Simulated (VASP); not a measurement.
Level of theory: r2SCAN+rVV10, VASP's PBE PAW potentials (set 64) (plane waves; VASP 6.6.1).

VASP input:

File POSCAR:
```
C monolayer
1.0
  2.5557808951   0.0000000000   0.0000000000
 -1.2778904476   2.2133706727   0.0000000000
  0.0000000000   0.0000000000  16.0328096337
C
2
Cart
  1.2778904475   2.2133706727   8.0164048169
  1.2778917254   0.7377894864   8.0164048169
```

File KPOINTS:
```
Automatic
0
G
 18 18 1
0 0 0
```

INCAR:
```
SYSTEM = C monolayer
PREC = Accurate
ENCUT = 520
EDIFF = 1E-6
NELM = 100
ALGO = Normal
LREAL = .FALSE.
LASPH = .TRUE.
ISMEAR = 1
SIGMA = 0.1
METAGGA = R2SCAN
LUSE_VDW = .TRUE.
BPARAM = 11.95
CPARAM = 0.0093
LMIXTAU = .TRUE.
LWAVE = .FALSE.
LCHARG = .FALSE.
IBRION = 2
ISIF = 2
NSW = 30
EDIFFG = -0.02
```

POTCAR, in this order: C (PBE.64 set). Program: vasp_std.

Output of the run:

### OUTCAR
```
 ion  position               nearest neighbor table
   1  0.000  0.000  0.500-   2 1.48   2 1.48   2 1.48
   2  0.667  0.333  0.500-   1 1.48   1 1.48   1 1.48
  LATTYP: Found a hexagonal cell.
 ALAT       =     2.5557808951
 C/A-ratio  =     6.2731549737
 Subroutine PRICEL returns:
 Original cell was already a primitive cell.
 Subroutine GETGRP returns: Found 24 space group operations
The static configuration has the point symmetry D_3h.
 The point group associated with its full space group is D_6h.
The dynamic configuration has the point symmetry D_3h.
 Subroutine INISYM returns: Found 24 space group operations
 Subroutine IBZKPT returns following result:
 Found     37 irreducible k-points:

 Following reciprocal coordinates:
            Coordinates               Weight
  0.000000  0.000000  0.000000      1.000000
  0.055556  0.000000  0.000000      6.000000
  0.111111  0.000000  0.000000      6.000000
  0.166667  0.000000  0.000000      6.000000
  0.222222  0.000000  0.000000      6.000000
  0.277778  0.000000  0.000000      6.000000
  0.333333  0.000000  0.000000      6.000000
  0.388889  0.000000  0.000000      6.000000
  0.444444  0.000000  0.000000      6.000000
  0.500000  0.000000  0.000000      3.000000
  0.055556  0.055556  0.000000      6.000000
  0.111111  0.055556  0.000000     12.000000
  0.166667  0.055556  0.000000     12.000000
  0.222222  0.055556  0.000000     12.000000
  0.277778  0.055556  0.000000     12.000000
  0.333333  0.055556  0.000000     12.000000
  0.388889  0.055556  0.000000     12.000000
  0.444444  0.055556  0.000000     12.000000
  0.111111  0.111111  0.000000      6.000000
  0.166667  0.111111  0.000000     12.000000
  0.222222  0.111111  0.000000     12.000000
  0.277778  0.111111  0.000000     12.000000
...
```

File OSZICAR:
```
       N       E                     dE             d eps       ncg     rms          rms(c)
DAV:   1     0.436661961704E+02    0.43666E+02   -0.35607E+03   632   0.734E+02
DAV:   2    -0.184909299737E+02   -0.62157E+02   -0.52870E+02   832   0.136E+02
DAV:   3    -0.220138284791E+02   -0.35229E+01   -0.35225E+01   856   0.466E+01
DAV:   4    -0.220429497719E+02   -0.29121E-01   -0.29121E-01   952   0.424E+00
DAV:   5    -0.220430366418E+02   -0.86870E-04   -0.86870E-04   824   0.192E-01    0.499E+00
DAV:   6    -0.207491465233E+02    0.12939E+01   -0.73847E-01   736   0.653E+00    0.372E+00
DAV:   7    -0.191989709312E+02    0.15502E+01   -0.20168E-01   928   0.422E+00    0.965E-01
DAV:   8    -0.199474033313E+02   -0.74843E+00   -0.44750E-01   704   0.524E+00    0.781E-01
DAV:   9    -0.198444092116E+02    0.10299E+00   -0.26964E-02   856   0.154E+00    0.267E-01
DAV:  10    -0.194666877799E+02    0.37772E+00   -0.66862E-02   672   0.268E+00    0.131E-01
DAV:  11    -0.195227271084E+02   -0.56039E-01   -0.10697E-02   632   0.135E+00    0.102E-01
DAV:  12    -0.195788476358E+02   -0.56121E-01   -0.21975E-02   648   0.164E+00    0.141E-01
DAV:  13    -0.193529683766E+02    0.22588E+00   -0.74111E-02   888   0.206E+00    0.122E-01
DAV:  14    -0.193666969089E+02   -0.13729E-01   -0.10559E-03   752   0.313E-01    0.111E-01
DAV:  15    -0.193506569681E+02    0.16040E-01   -0.63723E-04   696   0.280E-01    0.792E-02
DAV:  16    -0.193838742751E+02   -0.33217E-01   -0.11106E-02   720   0.946E-01    0.118E-01
DAV:  17    -0.193830120477E+02    0.86223E-03   -0.47965E-04   776   0.260E-01    0.892E-02
DAV:  18    -0.193902858774E+02   -0.72738E-02   -0.17657E-03   592   0.485E-01    0.509E-02
DAV:  19    -0.193908362681E+02   -0.55039E-03   -0.68457E-04   664   0.369E-01    0.325E-02
DAV:  20    -0.193899729169E+02    0.86335E-03   -0.49340E-03   608   0.797E-01    0.427E-02
DAV:  21    -0.193909998172E+02   -0.10269E-02   -0.11194E-04   664   0.153E-01    0.309E-02
DAV:  22    -0.193907546240E+02    0.24519E-03   -0.72049E-05   768   0.121E-01    0.168E-02
DAV:  23    -0.193911591410E+02   -0.40452E-03   -0.44790E-04   656   0.354E-01    0.905E-03
DAV:  24    -0.193915453482E+02   -0.38621E-03   -0.84785E-05   752   0.149E-01    0.824E-03
DAV:  25    -0.193901184990E+02    0.14268E-02   -0.10864E-03   592   0.487E-01    0.640E-03
DAV:  26    -0.193917303365E+02   -0.16118E-02   -0.13352E-04   640   0.133E-01    0.719E-03
DAV:  27    -0.193921771099E+02   -0.44677E-03   -0.11213E-04   592   0.166E-01    0.606E-03
DAV:  28    -0.193920847269E+02    0.92383E-04   -0.50751E-06   672   0.334E-02    0.598E-03
DAV:  29    -0.193917590176E+02    0.32571E-03   -0.11272E-04   592   0.162E-01    0.340E-03
DAV:  30    -0.193922221279E+02   -0.46311E-03   -0.84927E-05   592   0.127E-01    0.259E-03
DAV:  31    -0.193921908078E+02    0.31320E-04   -0.17111E-06   728   0.183E-02    0.267E-03
DAV:  32    -0.193921841203E+02    0.66875E-05   -0.90030E-07   608   0.158E-02    0.267E-03
DAV:  33    -0.193924329110E+02   -0.24879E-03   -0.52114E-05   600   0.105E-01    0.980E-04
DAV:  34    -0.193924879691E+02   -0.55058E-04   -0.12599E-05   608   0.404E-02    0.475E-04
DAV:  35    -0.193924909355E+02   -0.29663E-05   -0.51987E-07   680   0.878E-03    0.437E-04
DAV:  36    -0.193924907942E+02    0.14120E-06   -0.62982E-07   632   0.107E-02
   1 F= -.19392491E+02 E0= -.19392375E+02  d E =-.193925E+02
```

File OUTCAR:
```
------------------------ aborting loop because EDIFF is reached ----------------------------------------
  FORCE on cell =-STRESS in cart. coord.  units (eV):
  Direction    XX          YY          ZZ          XY          YZ          ZX
  --------------------------------------------------------------------------------------
  Total       -5.0280624     -5.0280601     -0.0137932      0.0000000      0.0000000      0.0000000
  in kB      -88.8226722    -88.8226314     -0.2436625      0.0000000      0.0000000      0.0000000
  external PRESSURE =     -59.2963220 kB  Pullay stress =       0.0000000 kB
  volume of cell :       90.70
      direct lattice vectors                 reciprocal lattice vectors
     2.555780895  0.000000000  0.000000000     0.391269847  0.225899803  0.000000000
    -1.277890448  2.213370673  0.000000000     0.000000000  0.451799607  0.000000000
     0.000000000  0.000000000 16.032809634     0.000000000  0.000000000  0.062372100
 POSITION                                       TOTAL-FORCE (eV/Angst)
 -----------------------------------------------------------------------------------
      0.00000      0.00000      8.01640        -0.000000      0.000000      0.000000
      1.27789      0.73779      8.01640         0.000000      0.000000      0.000000
 -----------------------------------------------------------------------------------
    total drift:                               -0.000245      0.000141     -0.000000
  FREE ENERGIE OF THE ION-ELECTRON SYSTEM (eV)
  ---------------------------------------------------
  free  energy   TOTEN  =       -19.3924907942 eV

  energy  without entropy=      -19.3921425291  energy(sigma->0) =      -19.39237471

 reached required accuracy - stopping structural energy minimisation
```
(Selected blocks of OUTCAR.)

The cell holds a wide vacuum, so values per volume refer to the whole cell.

The cell is a sheet with vacuum, built from a generated structure.
